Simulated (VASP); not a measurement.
An input for Ansatz (written as the equivalent of a VASP run, and not itself run):

Ansatz 0.2 input:
```yaml
crystal:
  lattice:
    - [0.0000000, 2.5803659, 2.5803659]
    - [2.5803659, 0.0000000, 2.5803659]
    - [2.5803659, 2.5803659, 0.0000000]
  atoms:
    - { symbol: Ce, position: [1.0000000, 0.0000000, 1.0000000] }
    - { symbol: O, position: [0.2500000, 0.2500000, 0.2500000] }
    - { symbol: O, position: [0.7500000, 0.7500000, 0.7500000] }
kpoints:
  mp_grid: { grid: [7, 7, 7] }
hamiltonian:
  xc: lda
  pseudopotentials: { kind: paw }
scf:
  occupations: { method: gaussian, width: 0.05 }
  max_iter: 100
relax:
  max_steps: 40
  f_tol: 0.02
  cell: { p_target: 30 }
output: { forces: true, stress: true, eigenvalues: true }
```

### Question
Translate this input to VASP (INCAR, KPOINTS, POSCAR, choice of POTCAR).

### Answer
This is not unique; one that fits is 
### KPOINTS
```
Automatic mesh
0
G
7 7 7
0 0 0
```

### INCAR
```
# general
SYSTEM  = CeO2
PREC    = Accurate
ENCUT   = 620   # plane-wave cut-off (eV)
LREAL   = .FALSE.   # projection in real space or not
LASPH   = .TRUE.   # aspherical one-centre terms

# electronic loop
EDIFF   = 1E-6   # SCF stop (eV)
NELM    = 100
ALGO    = Normal   # blocked Davidson
LMAXMIX = 6

# smearing
ISMEAR  = 0
SIGMA   = 0.05

# ions
IBRION  = 2   # conjugate gradients
NSW     = 40
ISIF    = 3
EDIFFG  = -0.02
PSTRESS = 300

# output
LWAVE   = .FALSE.
LCHARG  = .FALSE.
```

### POSCAR
```
CeO2
1.0
  0.0000000000   2.5803659353   2.5803659353
  2.5803659353   0.0000000000   2.5803659353
  2.5803659353   2.5803659353   0.0000000000
Ce O
1 2
Direct
  1.0000000000   0.0000000000   1.0000000000
  0.2500000000   0.2500000000   0.2500000000
  0.7500000000   0.7500000000   0.7500000000
```

POTCAR, in this order: Ce O (LDA.64 set). Program: vasp_std.

What does not carry over: each code has its own PAW files, so the cut-off isn't converted (ENCUT is set for VASP's; basis.ecutwfc is left out, and Ansatz then takes the one that its files recommend); Ansatz stops its SCF on the density residual and VASP on the energy change (EDIFF); Ansatz's lda is the Perdew-Wang form, while the LDA potentials of VASP carry Perdew-Zunger's.

The compound is CeO2 in the fluorite structure. It was relaxed first under an external pressure of 30 GPa.
